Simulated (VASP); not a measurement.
Computed with rev-vdW-DF2, VASP's PBE PAW potentials (set 64) (plane waves; VASP 6.6.1).

A VASP calculation is set up with these files.

INCAR:
```
AGGAC  =  0.0
ALGO  =  Normal
EDIFF  =  1E-7
ENCUT  =  520
GGA  =  MK
ICHARG  =  11
ISMEAR  =  0
LASPH  =  .TRUE.
LCHARG  =  .FALSE.
LMAXMIX  =  6
LORBIT  =  11
LREAL  =  .FALSE.
LUSE_VDW  =  .TRUE.
LWAVE  =  .FALSE.
NELM  =  100
PARAM1  =  0.1234568
PARAM2  =  0.7114
PREC  =  Accurate
SIGMA  =  0.05
SYSTEM  =  AuAl2
ZAB_VDW  =  -1.8867
```

POSCAR:
```
AuAl2
4.2642040
  0.0000000000   0.7071068128   0.7071068128
  0.7071068128   0.0000000000   0.7071068128
  0.7071068128   0.7071068128   0.0000000000
Al Au
2 1
direct
  0.2500000000   0.2500000000   0.2500000000
  0.7500000000   0.7500000000   0.7500000000
  0.0000000000   0.0000000000   0.0000000000
```

KPOINTS:
```
k-points along high-symmetry lines
15
Line-mode
Reciprocal
  0.000000   0.000000   0.000000 ! GAMMA
  0.500000   0.000000   0.500000 ! X

  0.500000   0.000000   0.500000 ! X
  0.625000   0.250000   0.625000 ! U

  0.375000   0.375000   0.750000 ! K
  0.000000   0.000000   0.000000 ! GAMMA

  0.000000   0.000000   0.000000 ! GAMMA
  0.500000   0.500000   0.500000 ! L

  0.500000   0.500000   0.500000 ! L
  0.500000   0.250000   0.750000 ! W

  0.500000   0.250000   0.750000 ! W
  0.500000   0.000000   0.500000 ! X
```

POTCAR, in this order: Al Au (PBE.64 set). Program: vasp_std. Read from the step before: CHGCAR.

The run wrote:

File OUTCAR:
```
 ion  position               nearest neighbor table
   1  0.250  0.250  0.250-   3 2.61   3 2.61   3 2.61   3 2.61   2 3.02   2 3.02   2 3.02   2 3.02
                             2 3.02   2 3.02
   2  0.750  0.750  0.750-   3 2.61   3 2.61   3 2.61   3 2.61   1 3.02   1 3.02   1 3.02   1 3.02
                             1 3.02   1 3.02
   3  0.000  0.000  0.000-   2 2.61   2 2.61   2 2.61   1 2.61   2 2.61   1 2.61   1 2.61   1 2.61
  LATTYP: Found a face centered cubic cell.
 ALAT       =     6.0304953992
 Subroutine PRICEL returns:
 Original cell was already a primitive cell.
 Subroutine GETGRP returns: Found 48 space group operations
The static configuration has the point symmetry O_h .
The dynamic configuration has the point symmetry O_h .
 Subroutine INISYM returns: Found 48 space group operations
   k-points           NKPTS =     90   k-points in BZ     NKDIM =     90   number of bands    NBANDS=     12
   number of dos      NEDOS =    301   number of ions     NIONS =      3
   total plane-waves  NPLWV =  32768
   dimension x,y,z NGX =    32 NGY =   32 NGZ =   32
   dimension x,y,z NGXF=    64 NGYF=   64 NGZF=   64
   ions per type =               2   1
   PREC   = accura    normal or accurate (medium, high low for compatibility)
   ISTART =      0    job   : 0-new  1-cont  2-samecut
   ICHARG =     11    charge: 1-file 2-atom 10-const
   ISPIN  =      1    spin polarized calculation?
   LNONCOLLINEAR =      F non collinear calculations
   LSORBIT =      F    spin-orbit coupling
   INIWAV =      1    electr: 0-lowe 1-rand  2-diag
   ENCUT  =  520.0 eV  38.22 Ry    6.18 a.u.   7.93  7.93  7.93*2*pi/ulx,y,z
   NELM   =    100;   NELMIN=  2; NELMDL= -5     # of ELM steps
   EDIFF  = 0.1E-06   stopping-criterion for ELM
   LREAL  =      F    real-space projection
   NLSPLINE    = F    spline interpolate recip. space projectors
   LMAXMIX     =    6 max onsite mixed and CHGCAR
   VOSKOWN=      0    Vosko Wilk Nusair interpolation
   EDIFFG = 0.1E-05   stopping-criterion for IOM
   NSW    =      0    number of steps for IOM
   NBLOCK =      1;   KBLOCK =      1    inner block; outer block
   IBRION =     -1    ionic relax: 0-MD 1-quasi-New 2-CG
   NFREE  =      0    steps in history (QN), initial steepest desc. (CG)
   ISIF   =      2    stress and relaxation
   ISYM   =      2    0-nonsym 1-usesym 2-fastsym
   TEIN   =    0.0    initial temperature
   TEBEG  =    0.0;   TEEND  =   0.0 temperature during run
   SMASS  =  -3.00    Nose mass-parameter (am)
   PSTRESS=    0.0 pullay stress
   NELECT =      17.0000    total number of electrons
   EFERMI =   0.00;   METHOD = LEGACY
   ISMEAR =     0;   SIGMA  =   0.05  broadening in eV -4-tet -1-fermi 0-gaus
   IALGO  =     38    algorithm
   LDIAG  =      T    sub-space diagonalisation (order eigenvalues)
   IMIX   =      4    mixing-type and parameters
     AMIX     =   0.40;   BMIX     =  1.00
     AMIX_MAG =   1.60;   BMIX_MAG =  1.00
     AMIN     =   0.10
   GGA     = MK    functional components
   VOSKOWN =     0    Vosko Wilk Nusair interpolation
   LHFCALC =     F    Hartree Fock is set to
   LHFONE  =     F    Hartree Fock one center treatment
   AEXX    =    0.0000 exact exchange contribution
   LUSE_VDW   =     T    switch on vdW DFT
   IVDW    =     0    specifies the selected vdW correction
   LEPSILON=     F    determine dielectric tensor
   LRPA    =     F    only Hartree local field effects (RPA)
  energy-cutoff  :      520.00
  volume of cell :       54.83
      direct lattice vectors                 reciprocal lattice vectors
     0.000000000  3.015247700  3.015247700    -0.165823856  0.165823856  0.165823856
     3.015247700  0.000000000  3.015247700     0.165823856 -0.165823856  0.165823856
     3.015247700  3.015247700  0.000000000     0.165823856  0.165823856 -0.165823856
 k-point     1 :   0.0000 0.0000 0.0000  plane waves:    1459
 k-point     2 :   0.0357 0.0000 0.0357  plane waves:    1459
 k-point     3 :   0.0714 0.0000 0.0714  plane waves:    1455
 k-point     4 :   0.1071 0.0000 0.1071  plane waves:    1451
 k-point     5 :   0.1429 0.0000 0.1429  plane waves:    1447
 k-point     6 :   0.1786 0.0000 0.1786  plane waves:    1463
...
```

**OSZICAR**
```
       N       E                     dE             d eps       ncg     rms          rms(c)
DAV:   1     0.694493251450E+02    0.69449E+02   -0.71277E+03  2184   0.117E+03
DAV:   2    -0.503726287265E+01   -0.74487E+02   -0.68709E+02  2452   0.207E+02
DAV:   3    -0.697782954124E+01   -0.19406E+01   -0.18950E+01  2792   0.327E+01
DAV:   4    -0.699674399253E+01   -0.18914E-01   -0.18893E-01  2600   0.362E+00
DAV:   5    -0.699711274338E+01   -0.36875E-03   -0.36861E-03  2800   0.525E-01
DAV:   6    -0.699712235687E+01   -0.96135E-05   -0.96138E-05  2600   0.836E-02
DAV:   7    -0.699712268134E+01   -0.32447E-06   -0.32415E-06  2800   0.157E-02
DAV:   8    -0.699712269137E+01   -0.10037E-07   -0.97001E-08  2108   0.276E-03
   1 F= -.69971227E+01 E0= -.69961386E+01  d E =-.196810E-02
```

**OUTCAR**
```
 val. band max:        8.6788808626   @ k =   0.2857   0.2857   0.2857

 cond. band min:       8.7387568084   @ k =   0.5000   0.0000   0.5000



 k-point     1 :       0.0000    0.0000    0.0000
  band No.  band energies     occupation
      1      -2.8737      2.00000
      2       1.0424      2.00000
      3       1.0424      2.00000
      4       1.0424      2.00000
      5       1.9872      2.00000
      6       1.9872      2.00000
      7       9.6724      0.00000
      8      10.5153      0.00000
      9      10.5153      0.00000
     10      10.5153      0.00000
     11      11.4201      0.00000
     12      11.4201      0.00000

 k-point     2 :       0.0357    0.0000    0.0357
  band No.  band energies     occupation
      1      -2.8516      2.00000
      2       1.0326      2.00000
      3       1.0491      2.00000
      4       1.0491      2.00000
      5       1.9809      2.00000
      6       1.9907      2.00000
      7       9.6334      0.00000
      8      10.2027      0.00000
      9      10.2027      0.00000
     10      10.3673      0.00000
     11      11.5019      0.00000
     12      11.7558      0.00000

 k-point     3 :       0.0714    0.0000    0.0714
  band No.  band energies     occupation
      1      -2.7852      2.00000
      2       1.0041      2.00000
      3       1.0693      2.00000
      4       1.0693      2.00000
      5       1.9623      2.00000
      6       2.0011      2.00000
      7       9.5347      0.00000
      8       9.6743      0.00000
      9       9.6743      0.00000
     10       9.9742      0.00000
     11      11.7279      0.00000
     12      12.3537      0.00000

 k-point     4 :       0.1071    0.0000    0.1071
  band No.  band energies     occupation
      1      -2.6748      2.00000
      2       0.9587      2.00000
      3       1.1028      2.00000
      4       1.1028      2.00000
      5       1.9321      2.00000
      6       2.0180      2.00000
      7       9.1306      0.00000
...
```

The density is held fixed in this step, so its total energy and stress have no physical meaning. Unless said otherwise, spin-orbit coupling is left out, though it shifts the bands of the heavy elements here.

The compound is AuAl2 in the fluorite structure. It was relaxed first. The electron count is odd and the run is not spin-polarised, which forces a metal.
